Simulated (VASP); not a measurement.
A convergence study with VASP on CuZn (space group no. 221 when undisturbed): a few settings are varied, all else stays as given below, so the limit is that of these other settings. One atom is moved off its site, so that forces are finite.

```
CuZn
1.0
    2.94115     0.00000     0.00000
    0.00000     2.94115     0.00000
    0.00000     0.00000     2.94115
Zn Cu
1 1
Cartesian
  1.47057   1.47057   1.52057
  0.00000   0.00000   0.00000
```

Computed with PBE GGA, VASP's PBE PAW potentials (set 64) (plane waves; VASP 6.6.1). The last row used: 300 eV cut-off, 18×18×18 Γ-centred mesh shifted by (0.5, 0.5, 0.5), Gaussian smearing of 0.10 eV, potentials Zn Cu.

| setting | E (eV/atom) | pressure (GPa) | largest force (eV/Å) | irreducible k-points |
|---|---|---|---|---|
| 2×2×2 mesh | -1.2380 | 10.20 | 0.227 | 1 |
| 3×3×3 mesh | -2.5702 | 0.35 | 0.241 | 6 |
| 4×4×4 mesh | -2.3928 | 4.03 | 0.244 | 6 |
| 5×5×5 mesh | -2.4694 | 3.07 | 0.249 | 18 |
| 6×6×6 mesh | -2.5332 | 1.94 | 0.247 | 18 |
| 7×7×7 mesh | -2.4918 | 2.16 | 0.256 | 40 |
| 8×8×8 mesh | -2.4902 | 2.09 | 0.241 | 40 |
| 9×9×9 mesh | -2.5014 | 2.20 | 0.233 | 75 |
| 10×10×10 mesh | -2.4979 | 2.12 | 0.247 | 75 |
| 11×11×11 mesh | -2.4994 | 2.16 | 0.249 | 126 |
| 12×12×12 mesh | -2.5022 | 1.89 | 0.248 | 126 |
| 13×13×13 mesh | -2.4982 | 2.07 | 0.250 | 196 |
| 14×14×14 mesh | -2.4981 | 2.23 | 0.245 | 196 |
| 16×16×16 mesh | -2.4998 | 2.11 | 0.246 | 288 |
| 18×18×18 mesh | -2.4992 | 2.06 | 0.248 | 405 |

Left out are rungs that failed or repeat a setting and relaxations that didn't move; long series are thinned to 24 rows.

The structure is a typed CuZn crystal (space group no. 221). The cell was not relaxed at this level, it is distorted from the ideal structure. The electron count is odd and the run is not spin-polarised, which forces a metal.
